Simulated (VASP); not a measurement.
An input for Quantum ESPRESSO's pw.x (written as the equivalent of a VASP run, and not itself run):

```
&CONTROL
  calculation = 'scf'
  pseudo_dir = './pseudo'
  outdir = './out'
  tprnfor = .true.
  tstress = .true.
/
&SYSTEM
  ibrav = 0
  nat = 5
  ntyp = 3
  ecutwfc = 62.5
  occupations = 'smearing'
  smearing = 'gaussian'
  degauss = 0.003675
  input_dft = 'vdw-df2'
/
&ELECTRONS
  conv_thr = 7.3e-09
  electron_maxstep = 100
/
ATOMIC_SPECIES
  Cs 132.905 Cs.upf
  Pb 207.200 Pb.upf
  Cl 35.450 Cl.upf
CELL_PARAMETERS angstrom
     5.6709373    0.0000000    0.0000000
     0.0000000    5.6709373    0.0000000
     0.0000000    0.0000000    5.6709373
ATOMIC_POSITIONS crystal
  Cs   0.0000000  0.0000000  0.0000000
  Pb   0.5000000  0.5000000  0.5000000
  Cl   0.5000000  0.0000000  0.5000000
  Cl   0.0000000  0.5000000  0.5000000
  Cl   0.5000000  0.5000000  0.0000000
K_POINTS automatic
  4 4 4 0 0 0
```

**Question.** Write the VASP files for the same calculation (vdW-DF2).

**Answer.** One answer among several that fit: 
### KPOINTS
```
kpoints
0
Gamma
4 4 4
```

INCAR:
```
SYSTEM = CsPbCl3
PREC = Accurate; ENCUT = 520; LREAL = .False.
LASPH = .True.
EDIFF = 1E-7; NELM = 100; ALGO = Normal
LMAXMIX = 4
ISMEAR = 0; SIGMA = 0.05
GGA = ML; LUSE_VDW = .True.; AGGAC = 0.0
ZAB_VDW = -1.8867
ISIF = 2
LWAVE = .False.; LCHARG = .False.
```

**POSCAR**
```
CsPbCl3
1
    5.6709372686     0.0000000000     0.0000000000
    0.0000000000     5.6709372686     0.0000000000
    0.0000000000     0.0000000000     5.6709372686
Cs Pb Cl
1 1 3
Direct
  0.0000000000   0.0000000000   0.0000000000
  0.5000000000   0.5000000000   0.5000000000
  0.5000000000   0.0000000000   0.5000000000
  0.0000000000   0.5000000000   0.5000000000
  0.5000000000   0.5000000000   0.0000000000
```

POTCAR, in this order: Cs_sv Pb_d Cl (PBE.64 set). Program: vasp_std.

What does not carry over: the potentials are each code's own (VASP's PAW set, PseudoDojo norm-conserving files in pw.x), so ENCUT and ecutwfc are chosen apart and not converted; conv_thr bounds pw.x's estimated SCF error, while EDIFF bounds the energy change between steps.

The compound is CsPbCl3 in the cubic perovskite structure, the ideal cubic form; the compound distorts at low or room temperature. This cell is one point of a volume scan, at 0.94 of the reference volume.
